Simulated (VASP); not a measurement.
```
SnO
1.0
    3.76123     0.00000     0.00000
    0.00000     3.76123     0.00000
    0.00000     0.00000     4.70257
Sn O
2 2
Direct
  0.50000   0.00000   0.75871
  0.00000   0.50000   0.24129
  0.50000   0.50000   0.00000
  0.00000   0.00000   0.00000
```

Computed with TPSS meta-GGA, VASP's PBE PAW potentials (set 64) (plane waves; VASP 6.6.1). Run with 520 eV cut-off, 6×6×5 Γ-centred mesh, Gaussian smearing of 0.050 eV, potentials Sn_d O.

Without a dispersion term in the relaxation, distances and binding between the weakly bound layers, chains or molecules are unreliable, and so is what depends on them.

Task: The ions and cell shape at fixed volume are relaxed. Predict the relaxed structure.

Result: 
```
SnO
1.0
    3.80371     0.00000     0.00000
    0.00000     3.80371     0.00000
    0.00000     0.00000     4.59811
Sn O
2 2
Direct
  0.50000   0.00000   0.74723
  0.00000   0.50000   0.25277
  0.50000   0.50000   0.00000
  0.00000   0.00000   0.00000
```
Space group P4/nmm (129), at a tolerance of 0.03 Å.

Task: How much energy does the relaxation gain?

Result: The energy (σ→0) changes by -13.9 meV/atom, in 7 ionic steps.

| step | E(σ→0) (eV) | max force (eV/Å) | pressure (GPa) | volume (Å³) |
|---|---|---|---|---|
| 1 | -43.5626 | 0.975 | 6.63 | 66.53 |
| 2 | -43.6103 | 0.003 | 3.16 | 66.53 |
| 3 | -43.6104 | 0.041 | 3.04 | 66.53 |
| 4 | -43.6158 | 0.012 | 2.76 | 66.53 |
| 5 | -43.6183 | 0.019 | 2.39 | 66.53 |
| 6 | -43.6183 | 0.020 | 2.38 | 66.53 |
| 7 | -43.6183 | 0.004 | 2.29 | 66.53 |

The compound is SnO in the litharge structure. This cell is one point of a volume scan, at 0.94 of the reference volume. Symmetry was kept, so distortions that lower it aren't found.
